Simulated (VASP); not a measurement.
These are MS2 meta-GGA, VASP's PBE PAW potentials (set 64) (plane waves; VASP) values and carry that method's errors.

The input files of a VASP run:

### POSCAR
```
Te
1.0
  2.1324760236  -3.6935565449   0.0000000000
  2.1324760236   3.6935565449   0.0000000000
  0.0000000000   0.0000000000   5.8546913296
Te
3
Direct
  1.0000000000   0.2735725503   0.6666670000
  0.7264274497   0.7264274497   0.0000000000
  0.2735725503   1.0000000000   0.3333330000
```

INCAR:
```
# general
SYSTEM =Te
PREC   =Accurate
ENCUT  =520   # plane-wave cut-off (eV)
LREAL  =.FALSE.   # projection in real space or not
LASPH  =.TRUE.

# electronic loop
EDIFF  =1E-7
NELM   =100   # most electronic steps
ALGO   =Normal
LMAXMIX=4   # l cut-off of mixed one-centre charges
LMIXTAU=.TRUE.

# smearing
ISMEAR =0
SIGMA  =0.05   # width (eV)

# functional
METAGGA=MS2

# ions
IBRION =2   # conjugate gradients
NSW    =30
ISIF   =4   # ions and shape, fixed volume
EDIFFG =-0.01   # ionic stop

# output
LWAVE  =.FALSE.
LCHARG =.FALSE.
```

KPOINTS:
```
Automatic mesh
0
Gamma
6 6 4
0 0 0
```

POTCAR, in this order: Te (PBE.64 set). Program: vasp_std.

What VASP printed:

OSZICAR:
```
...
DAV:   3    -0.923992807821E+01   -0.41777E+01   -0.41431E+01   764   0.415E+01
DAV:   4    -0.928901235244E+01   -0.49084E-01   -0.49062E-01   698   0.537E+00
DAV:   5    -0.928986839735E+01   -0.85604E-03   -0.85604E-03   764   0.714E-01    0.153E+01
DAV:   6     0.320387668822E+01    0.12494E+02   -0.84796E+00   624   0.301E+01    0.891E+00
DAV:   7     0.355173579525E+01    0.34786E+00   -0.21168E+00   624   0.158E+01    0.105E+00
DAV:   8     0.354126708606E+01   -0.10469E-01   -0.13321E-01   674   0.413E+00    0.922E-01
DAV:   9     0.350000248270E+01   -0.41265E-01   -0.42419E-02   624   0.263E+00    0.276E-01
DAV:  10     0.350420271063E+01    0.42002E-02   -0.25798E-02   624   0.192E+00    0.349E-01
DAV:  11     0.349535351834E+01   -0.88492E-02   -0.70116E-03   634   0.958E-01    0.948E-02
DAV:  12     0.349466581516E+01   -0.68770E-03   -0.14249E-03   669   0.367E-01    0.436E-02
DAV:  13     0.349455538173E+01   -0.11043E-03   -0.31556E-04   634   0.245E-01    0.310E-02
DAV:  14     0.349457136872E+01    0.15987E-04   -0.14645E-04   624   0.166E-01    0.160E-02
DAV:  15     0.349451419554E+01   -0.57173E-04   -0.37992E-05   634   0.831E-02    0.451E-03
DAV:  16     0.349451372968E+01   -0.46586E-06   -0.23431E-06   769   0.213E-02    0.529E-03
DAV:  17     0.349451253775E+01   -0.11919E-05   -0.57661E-07   634   0.109E-02    0.176E-03
DAV:  18     0.349451336120E+01    0.82345E-06   -0.32555E-07   624   0.827E-03    0.536E-04
DAV:  19     0.349451319806E+01   -0.16315E-06   -0.16615E-08   312   0.178E-03    0.328E-04
DAV:  20     0.349451299291E+01   -0.20514E-06   -0.10147E-08   312   0.133E-03    0.147E-04
DAV:  21     0.349451299724E+01    0.43283E-08   -0.24424E-09   312   0.553E-04
   1 F= 0.34945130E+01 E0= 0.34947642E+01  d E =0.349451E+01
       N       E                     dE             d eps       ncg     rms          rms(c)
DAV:   1     0.347632073443E+01   -0.18192E-01   -0.75734E-01   639   0.503E+00    0.929E-01
DAV:   2     0.347354526005E+01   -0.27755E-02   -0.35298E-02   699   0.129E+00    0.160E-01
DAV:   3     0.347349534084E+01   -0.49919E-04   -0.80844E-04   709   0.274E-01    0.108E-01
DAV:   4     0.347357946313E+01    0.84122E-04   -0.66159E-04   629   0.235E-01    0.416E-02
DAV:   5     0.347353270712E+01   -0.46756E-04   -0.35648E-04   634   0.209E-01    0.255E-02
DAV:   6     0.347350885393E+01   -0.23853E-04   -0.56172E-05   634   0.791E-02    0.171E-02
DAV:   7     0.347350763009E+01   -0.12238E-05   -0.69702E-06   644   0.265E-02    0.783E-03
DAV:   8     0.347350722783E+01   -0.40226E-06   -0.88658E-06   634   0.327E-02    0.118E-03
DAV:   9     0.347350549082E+01   -0.17370E-05   -0.13464E-06   634   0.117E-02    0.360E-03
DAV:  10     0.347350609331E+01    0.60249E-06   -0.91047E-08   362   0.332E-03    0.164E-03
DAV:  11     0.347350578287E+01   -0.31044E-06   -0.26637E-08   312   0.198E-03    0.802E-04
DAV:  12     0.347350613492E+01    0.35205E-06   -0.20396E-08   312   0.174E-03    0.236E-04
DAV:  13     0.347350607065E+01   -0.64266E-07   -0.28920E-09   312   0.548E-04
   2 F= 0.34735061E+01 E0= 0.34740024E+01  d E =-.210069E-01
       N       E                     dE             d eps       ncg     rms          rms(c)
DAV:   1     0.347372805394E+01    0.22192E-03   -0.30526E+00   639   0.101E+01    0.169E+00
DAV:   2     0.346243894648E+01   -0.11289E-01   -0.14172E-01   699   0.258E+00    0.325E-01
DAV:   3     0.346223349621E+01   -0.20545E-03   -0.31650E-03   689   0.546E-01    0.225E-01
DAV:   4     0.346253727717E+01    0.30378E-03   -0.22913E-03   634   0.427E-01    0.715E-02
DAV:   5     0.346240861128E+01   -0.12867E-03   -0.11948E-03   624   0.391E-01    0.447E-02
DAV:   6     0.346231652351E+01   -0.92088E-04   -0.18403E-04   639   0.146E-01    0.325E-02
DAV:   7     0.346231656984E+01    0.46328E-07   -0.21080E-05   649   0.465E-02    0.135E-02
DAV:   8     0.346231101278E+01   -0.55571E-05   -0.31337E-05   624   0.631E-02    0.208E-03
DAV:   9     0.346230779414E+01   -0.32186E-05   -0.46244E-06   634   0.216E-02    0.612E-03
DAV:  10     0.346230880081E+01    0.10067E-05   -0.39915E-07   689   0.695E-03    0.253E-03
DAV:  11     0.346230825284E+01   -0.54797E-06   -0.11806E-07   357   0.434E-03    0.151E-03
DAV:  12     0.346230872816E+01    0.47531E-06   -0.53348E-08   312   0.285E-03    0.460E-04
DAV:  13     0.346230863305E+01   -0.95108E-07   -0.70530E-09   312   0.870E-04
   3 F= 0.34623086E+01 E0= 0.34627336E+01  d E =-.322044E-01
       N       E                     dE             d eps       ncg     rms          rms(c)
DAV:   1     0.346187972207E+01   -0.42901E-03   -0.13104E-01   644   0.209E+00    0.368E-01
DAV:   2     0.346137238991E+01   -0.50733E-03   -0.58856E-03   709   0.526E-01    0.648E-02
DAV:   3     0.346137103461E+01   -0.13553E-05   -0.12605E-04   689   0.111E-01    0.419E-02
DAV:   4     0.346137665386E+01    0.56192E-05   -0.92297E-05   639   0.841E-02    0.134E-02
DAV:   5     0.346137432333E+01   -0.23305E-05   -0.48064E-05   624   0.777E-02    0.953E-03
DAV:   6     0.346136948503E+01   -0.48383E-05   -0.73282E-06   644   0.282E-02    0.574E-03
DAV:   7     0.346137048268E+01    0.99765E-06   -0.99977E-07   629   0.102E-02    0.290E-03
DAV:   8     0.346136967832E+01   -0.80436E-06   -0.10821E-06   624   0.114E-02    0.382E-04
DAV:   9     0.346136986273E+01    0.18442E-06   -0.16777E-07   422   0.427E-03    0.944E-04
DAV:  10     0.346136980324E+01   -0.59491E-07   -0.16936E-08   312   0.136E-03
   4 F= 0.34613698E+01 E0= 0.34618277E+01  d E =-.331432E-01
       N       E                     dE             d eps       ncg     rms          rms(c)
DAV:   1     0.346137324320E+01    0.33805E-05   -0.19662E-03   644   0.256E-01    0.447E-02
DAV:   2     0.346136552593E+01   -0.77173E-05   -0.88565E-05   704   0.644E-02    0.797E-03
DAV:   3     0.346136531516E+01   -0.21077E-06   -0.18887E-06   694   0.136E-02    0.517E-03
DAV:   4     0.346136414168E+01   -0.11735E-05   -0.14309E-06   634   0.106E-02    0.180E-03
DAV:   5     0.346136462586E+01    0.48418E-06   -0.80828E-07   624   0.101E-02    0.123E-03
DAV:   6     0.346136438171E+01   -0.24415E-06   -0.11950E-07   327   0.363E-03    0.637E-04
DAV:   7     0.346136448296E+01    0.10124E-06   -0.14163E-08   312   0.116E-03    0.327E-04
DAV:   8     0.346136439852E+01   -0.84443E-07   -0.18972E-08   312   0.154E-03
   5 F= 0.34613644E+01 E0= 0.34618272E+01  d E =-.331486E-01
       N       E                     dE             d eps       ncg     rms          rms(c)
DAV:   1     0.346124101079E+01   -0.12347E-03   -0.41025E-03   624   0.368E-01    0.424E-02
DAV:   2     0.346124540794E+01    0.43972E-05   -0.13192E-04   679   0.770E-02    0.163E-02
DAV:   3     0.346124138940E+01   -0.40185E-05   -0.19494E-05   654   0.470E-02    0.846E-03
DAV:   4     0.346124337482E+01    0.19854E-05   -0.53936E-06   709   0.204E-02    0.365E-03
DAV:   5     0.346124238339E+01   -0.99142E-06   -0.19097E-06   624   0.148E-02    0.239E-03
DAV:   6     0.346124248890E+01    0.10550E-06   -0.17341E-07   367   0.423E-03    0.137E-03
DAV:   7     0.346124244287E+01   -0.46032E-07   -0.35037E-08   312   0.167E-03
   6 F= 0.34612424E+01 E0= 0.34617206E+01  d E =-.121956E-03
       N       E                     dE             d eps       ncg     rms          rms(c)
DAV:   1     0.346116056240E+01   -0.81927E-04   -0.16357E-02   624   0.734E-01    0.840E-02
DAV:   2     0.346117527786E+01    0.14715E-04   -0.52526E-04   684   0.154E-01    0.325E-02
DAV:   3     0.346116181929E+01   -0.13459E-04   -0.76536E-05   654   0.932E-02    0.170E-02
DAV:   4     0.346116863686E+01    0.68176E-05   -0.21766E-05   714   0.405E-02    0.737E-03
DAV:   5     0.346116529561E+01   -0.33413E-05   -0.77290E-06   624   0.297E-02    0.467E-03
DAV:   6     0.346116544703E+01    0.15142E-06   -0.70776E-07   714   0.828E-03    0.282E-03
DAV:   7     0.346116536825E+01   -0.78781E-07   -0.11226E-07   312   0.310E-03
   7 F= 0.34611654E+01 E0= 0.34616725E+01  d E =-.199030E-03
```

OUTCAR:
```
------------------------ aborting loop because EDIFF is reached ----------------------------------------
  FORCE on cell =-STRESS in cart. coord.  units (eV):
  Direction    XX          YY          ZZ          XY          YZ          ZX
  --------------------------------------------------------------------------------------
  Total        1.0783063      1.0783060      1.1123376      0.0000000     -0.0000000     -0.0000000
  in kB       18.7322438     18.7322401     19.3234340      0.0000000     -0.0000000     -0.0000000
  external PRESSURE =      18.9293060 kB  Pullay stress =       0.0000000 kB
  volume of cell :       92.23
      direct lattice vectors                 reciprocal lattice vectors
     2.109419467 -3.653621334  0.000000000     0.237032040 -0.136850526  0.000000000
     2.109419467  3.653621334 -0.000000000     0.237032040  0.136850526 -0.000000000
     0.000000000  0.000000000  5.983377831    -0.000000000  0.000000000  0.167129676
 POSITION                                       TOTAL-FORCE (eV/Angst)
 -----------------------------------------------------------------------------------
      2.70951     -2.61423      3.98892         0.003358      0.005816      0.000000
      3.01866      0.00000      0.00000        -0.006715     -0.000000     -0.000000
      2.70951      2.61423      1.99446         0.003358     -0.005816     -0.000000
 -----------------------------------------------------------------------------------
    total drift:                               -0.000186     -0.000383      0.000015
  FREE ENERGIE OF THE ION-ELECTRON SYSTEM (eV)
  ---------------------------------------------------
  free  energy   TOTEN  =         3.4611653682 eV

  energy  without entropy=        3.4621797226  energy(sigma->0) =        3.46167255

 reached required accuracy - stopping structural energy minimisation
```
(Selected blocks of OUTCAR.)

File CONTCAR:
```
Te
   1.00000000000000
     2.1094194665897112   -3.6536213344379407    0.0000000000000000
     2.1094194665897112    3.6536213344379407   -0.0000000000000000
     0.0000000000000000    0.0000000000000000    5.9833778313386832
  Te
     3
Direct
     0.9999999999945083    0.2844820183665288    0.6666669999999968
     0.7155179816389631    0.7155179816389631    0.0000000000000000
     0.2844820183665288    0.9999999999945083    0.3333330000000032
```

The compound is Te in the trig structure. This cell is one point of a volume scan, at 0.94 of the reference volume. Symmetry was kept, so distortions that lower it aren't found.
